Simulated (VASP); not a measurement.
```
Sb
1.0
    4.04937    -2.22801    -0.01392
    4.04937     2.22801    -0.01392
    2.83609     0.00000     3.64941
Sb
2
Cartesian
  2.56146   0.00000   0.84834
  8.37338   0.00000   2.77322
```

The numbers are results of rev-vdW-DF2, VASP's PBE PAW potentials (set 64) (plane waves; VASP 6.6.1), not measurements. Run with 520 eV cut-off, 7×7×7 Γ-centred mesh, Gaussian smearing of 0.050 eV, potentials Sb.

Problem. The ions and cell shape at fixed volume are relaxed. Give the cell that the relaxation ends in.

Solution. 
```
Sb
1.0
    4.10952    -2.20881     0.01768
    4.10952     2.20881     0.01768
    2.90670     0.00000     3.64944
Sb
2
Cartesian
  2.57495   0.00000   0.85281
  8.55080   0.00000   2.83198
```
Space group R-3m (166), at a tolerance of 0.03 Å.

Problem. How much energy does the relaxation gain?

Solution. The energy (σ→0) changes by -4.8 meV/atom, in 6 ionic steps.

The compound is Sb in the a7 structure. This cell is one point of a volume scan, at 1.06 of the reference volume. Symmetry was kept, so distortions that lower it aren't found.
